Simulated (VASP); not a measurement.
Input of a VASP 6.6.1 run:

File INCAR:

```
SYSTEM = H2CBrF
ALGO     = Normal         ! electronic algorithm
EDIFF    = 1E-6           ! SCF threshold, eV
ENCUT    = 520            ! plane-wave cutoff, eV
GGA      = PE             ! functional
ISIF     = 2              ! what is computed and relaxed
ISMEAR   = 0              ! smearing method
IVDW     = 2              ! dispersion correction
LASPH    = .TRUE.         ! aspherical terms in the spheres
LCHARG   = .FALSE.        ! write CHGCAR
LORBIT   = 10             ! projections on sites
LREAL    = .FALSE.        ! projectors in reciprocal space
LWAVE    = .FALSE.        ! write WAVECAR
NELM     = 100            ! most SCF steps
PREC     = Accurate       ! precision mode
SIGMA    = 0.01           ! smearing width, eV
```

Contents of KPOINTS:

```
k-points
0
G
  1 1 1
  0 0 0
```

Contents of POSCAR:

```
H2CBrF
1.0
   12.0000000000      0.0000000000      0.0000000000
    0.0000000000     11.0000000000      0.0000000000
    0.0000000000      0.0000000000     11.0000000000
F C Br H
1 1 1 2
Direct
    0.5890416700      0.5875590900      0.5079363600
    0.5443000000      0.4750681800      0.5000818200
    0.4030583300      0.4799954500      0.4153727300
    0.5991083300      0.4162590900      0.4476272700
    0.5276583300      0.4400863600      0.5908090900
```

Potentials or basis: VASP PAW PBE potentials, release 64 (F, C, Br, H).

Command:

```console
$ cat potpaw_PBE.64/F/POTCAR potpaw_PBE.64/C/POTCAR potpaw_PBE.64/Br/POTCAR potpaw_PBE.64/H/POTCAR > POTCAR
$ mpirun -np 1 vasp_gam > vasp.out
```

Task: Estimate the Hirshfeld charges.

Result: F -0.09; C +0.03; Br -0.05; H +0.05 e.

Task: Predict the dispersion energy per atom.

Result: -0.001 eV.

Task: What does it give for the gap between the frontier levels?

Result: 5.55 eV.

Task: What does it give for the largest force?

Result: 1.102 eV/Å.

Forces on the atoms (eV/Å):
```
F    0.462  0.997  0.085
C   -0.175 -0.723  0.025
Br  -0.381 -0.014 -0.206
H    0.150 -0.161 -0.141
H   -0.056 -0.099  0.237
```
